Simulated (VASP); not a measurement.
Wanted: the native input for a VASP 6.6.1 run.

```yaml
Task: single point
Functional: PBE
Potentials_or_basis: VASP PAW PBE potentials, release 64 (Os, N, Li_sv)
Cutoff: 520 eV
k_mesh: 8 × 8 × 8
Occupations: fermi-dirac, width 0.05 eV
Spin: no spin polarisation
Further_INCAR_settings: ALGO = Normal; EDIFF = 1e-07; NBANDS = 31
```

The structure of LiOsN2 lies in POSCAR:

```
LiOsN2
1.0
   -2.3305296298      2.3305296298      4.6322786428
    2.3305296298     -2.3305296298      4.6322786428
    2.3305296298      2.3305296298     -4.6322786428
Os N Li
2 4 2
Direct
    0.0000000000      0.0000000000      0.0000000000
    0.7500000000      0.2500000000      0.5000000000
    0.6698710000      0.6250000000      0.5448710000
    0.0801290000      0.1250000000      0.4551290000
    0.8750000000      0.3301290000      0.9551290000
    0.3750000000      0.9198710000      0.0448710000
    0.5000000000      0.5000000000      0.0000000000
    0.2500000000      0.7500000000      0.5000000000
```

The cell comes from a database or a generator and needn't be the stable form of this composition.

The input as run:

INCAR

```
SYSTEM = LiOsN2
ALGO     = Normal         ! electronic algorithm
EDIFF    = 1E-7           ! SCF threshold, eV
ENCUT    = 520            ! plane-wave cutoff, eV
GGA      = PE             ! functional
ISIF     = 2              ! what is computed and relaxed
ISMEAR   = -1             ! smearing method
LASPH    = .True.         ! aspherical terms in the spheres
LCHARG   = .False.        ! write CHGCAR
LREAL    = .False.        ! projectors in reciprocal space
LWAVE    = .False.        ! write WAVECAR
NBANDS   = 31             ! bands
NELM     = 100            ! most SCF steps
PREC     = Accurate       ! precision mode
SIGMA    = 0.05           ! smearing width, eV
```

KPOINTS

```
k-points
0
Gamma
  8 8 8
  0 0 0
```

Potentials or basis: VASP PAW PBE potentials, release 64 (Os, N, Li_sv).

Launch:

```console
$ cat potpaw_PBE.64/Os/POTCAR potpaw_PBE.64/N/POTCAR potpaw_PBE.64/Li_sv/POTCAR > POTCAR
$ mpirun -np 1 vasp_std > vasp.out
```

It gave:

```
Largest force          : 0.024 eV/Å
Band gap on the k mesh : none (metal or under the smearing width)
```

It took 4.4 min on 1 thread of Intel(R) Xeon(R) Platinum 8375C CPU @ 2.90GHz (Ice Lake) (shared host), peak memory 0.35 GiB.
